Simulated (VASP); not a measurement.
Wanted: the native input for a VASP 6.6.1 run.

```
Task                   : relaxation of cell and atoms
Functional             : PBE
Potentials or basis    : VASP PAW PBE potentials, release 64 (Sc_sv, In_d, Sb)
Cutoff                 : 520 eV
k mesh                 : 8 × 8 × 4
Occupations            : gaussian, width 0.1 eV
Spin                   : no spin polarisation
Further INCAR settings : ALGO = Normal; EDIFF = 1e-07; IBRION = 2; POTIM = 0.3; EDIFFG = -0.005; NSW = 60; ISIF = 3
```

The structure of Sc2InSb3 lies in POSCAR:

```
Sc2InSb3                                
1.0
    4.3140912535     -0.0000000000      0.0000000000
   -2.1570456267      3.7361126201     -0.0000000000
   -0.0000000000      0.0000000000     10.8102796689
  Sc              In              Sb            
     2     1     3
Direct
     1.0000000000000000    0.0000000000000000    0.4568971677620294
     0.6666666699999979    0.3333333300000021    0.1570766622721878
     0.0000000000000000    0.0000000000000000    0.7636696246167167
     0.6666666699999979    0.3333333300000021    0.6203357388750234
     0.0000000000000000    0.0000000000000000    0.0191986915519877
     0.3333333300000021    0.6666666699999979    0.3128768649220500
```

The cell was built by a generator and needn't be a form met in nature.

One way to write it, as run:

INCAR

```
SYSTEM = Sc2InSb3
  ALGO = Normal
  EDIFF = 1E-7
  EDIFFG = -0.005
  ENCUT = 520
  GGA = PE
  IBRION = 2
  ISIF = 3
  ISMEAR = 0
  KPAR = 4
  LASPH = .TRUE.
  LCHARG = .FALSE.
  LREAL = .FALSE.
  LWAVE = .FALSE.
  NELM = 120
  NSW = 60
  POTIM = 0.3
  PREC = Accurate
  SIGMA = 0.1
```

KPOINTS

```
k-points
0
G
  8 8 4
  0 0 0
```

Potentials or basis: VASP PAW PBE potentials, release 64 (Sc_sv, In_d, Sb).

Launch:

```bash
$ cat potpaw_PBE.64/Sc_sv/POTCAR potpaw_PBE.64/In_d/POTCAR potpaw_PBE.64/Sb/POTCAR > POTCAR
$ mpirun -np 4 vasp_std > vasp.out
```

Results of the run:

```
Energy gained by relaxing    : 0.0 meV/atom
Ionic steps                  : 3
Pressure after relaxing      : 0.0 GPa
Largest force after relaxing : 0.004 eV/Å
Band gap on the k mesh       : none (metal or under the smearing width)
```

It took 87 s on 4 MPI ranks on Intel(R) Xeon(R) Platinum 8488C (Sapphire Rapids), with other jobs on the host, peak memory 0.4 GiB a rank.
